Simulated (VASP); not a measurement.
Here is the system:

```
Mg2Ge
1.0
    0.00000     3.18992     3.18992
    3.18992     0.00000     3.18992
    3.18992     3.18992     0.00000
Mg Ge
2 1
Direct
  0.25000   0.25000   0.25000
  0.75000   0.75000   0.75000
  0.00000   0.00000   0.00000
```

Calculation: optB88-vdW, VASP's PBE PAW potentials (set 64) (plane waves; VASP). Settings: 520 eV cut-off, Gaussian smearing of 0.050 eV, potentials Mg Ge_d.

Give the energies of bands 7 to 12 at the high-symmetry points, in eV from the valence-band maximum.

```
band     Γ      X      U      L      W
----  ----  -----  -----  -----  -----
7     0.00  -4.48  -4.05  -4.78  -3.63
8     0.00  -1.98  -3.45  -0.72  -3.63
9     0.00  -1.98  -1.65  -0.72  -2.63
10    1.09   0.29   0.82   1.04   2.88
11    2.90   0.61   3.19   2.86   3.82
12    2.90   7.96   6.13   2.86   3.83
```

The gap is indirect, 0.29 eV, from the valence maximum at Γ to the conduction minimum at X.

Measured: gap 0.74 eV (computed value off by -0.45 eV), as given by Byungki Ryu et al., Journal of the Korean Physical Society (2019), arXiv:1905.06140.

The compound is Mg2Ge in the antifluorite structure. It was relaxed first.
